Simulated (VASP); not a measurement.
An input for Ansatz (written as the equivalent of a VASP run, and not itself run):

Ansatz 0.2 input:
```yaml
crystal:
  lattice:
    - [2.1215544, 1.2248805, 6.9274458]
    - [-2.1215544, 1.2248805, 6.9274458]
    - [0.0000000, -2.4497599, 6.9274458]
  atoms:
    - { symbol: Pb, position: [0.7531692, 0.7531692, 0.7531692] }
    - { symbol: Pb, position: [0.2468308, 0.2468308, 0.2468308] }
    - { symbol: Se, position: [1.0000000, 1.0000000, 1.0000000] }
    - { symbol: S, position: [0.5000000, 0.5000000, 0.5000000] }
kpoints:
  mp_grid: { grid: [7, 7, 7] }
hamiltonian:
  xc: pbesol
  pseudopotentials: { kind: paw }
scf:
  occupations: { method: tetrahedron }
  max_iter: 100
output: { forces: true, stress: true, eigenvalues: true }
```

Translate this input to VASP (INCAR, KPOINTS, POSCAR, choice of POTCAR).

This is not unique; one that fits is 
**INCAR**
```
ALGO = Normal
EDIFF = 1E-7
ENCUT = 400
GGA = PS
ISIF = 2
ISMEAR = -5
LASPH = .TRUE.
LCHARG = .TRUE.
LEFG = .TRUE.
LMAXMIX = 4
LORBIT = 11
LREAL = .FALSE.
LWAVE = .FALSE.
NEDOS = 601
NELM = 100
PREC = Accurate
SYSTEM = Pb2SeS
```

KPOINTS:
```
K-points
0
Gamma
 7 7 7
```

**POSCAR**
```
Pb2SeS
1
    2.1215544439     1.2248804531     6.9274457713
   -2.1215544439     1.2248804531     6.9274457713
    0.0000000000    -2.4497599312     6.9274457736
Pb Se S
2 1 1
Direct
  0.7531691708   0.7531691708   0.7531691708
  0.2468308292   0.2468308292   0.2468308292
  1.0000000000   1.0000000000   1.0000000000
  0.5000000000   0.5000000000   0.5000000000
```

POTCAR, in this order: Pb_d Se S (PBE.64 set). Program: vasp_std.

The two are equivalent in intent, not identical: each code has its own PAW files, so the cut-off isn't converted (ENCUT is set for VASP's; basis.ecutwfc is left out, and Ansatz then takes the one that its files recommend); Ansatz stops its SCF on the density residual and VASP on the energy change (EDIFF); the field gradients of LEFG aren't asked of the other code.

The structure comes from a computed database's Pb2SeS entry (R-3m); how it stands against other phases isn't given here. It was relaxed first.
